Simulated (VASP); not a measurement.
Consider the following.

```yaml
crystal:
  lattice:
    - [0.00000, 2.71908, 2.71908]
    - [2.71908, 0.00000, 2.71908]
    - [2.71908, 2.71908, 0.00000]
  atoms:
    - { symbol: Pb, position: [0.00000, 0.00000, 0.00000] }
    - { symbol: Se, position: [0.50000, 0.50000, 0.50000] }
```

Method: PBE GGA, VASP's PBE PAW potentials (set 64) (plane waves; VASP). Run with 500 eV cut-off, 8×8×8 Γ-centred mesh, Gaussian smearing of 0.050 eV, potentials Pb_d Se.

**Question.** Predict the energy per atom (σ→0), pressure.

**Answer.** 
- energy per atom (σ→0) = -3.125 eV/atom
- pressure = 45.14 GPa

Total energies compare only between runs with the same potentials, cut-off and functional.

The compound is PbSe in the rock salt structure. It was relaxed first under an external pressure of 45 GPa.
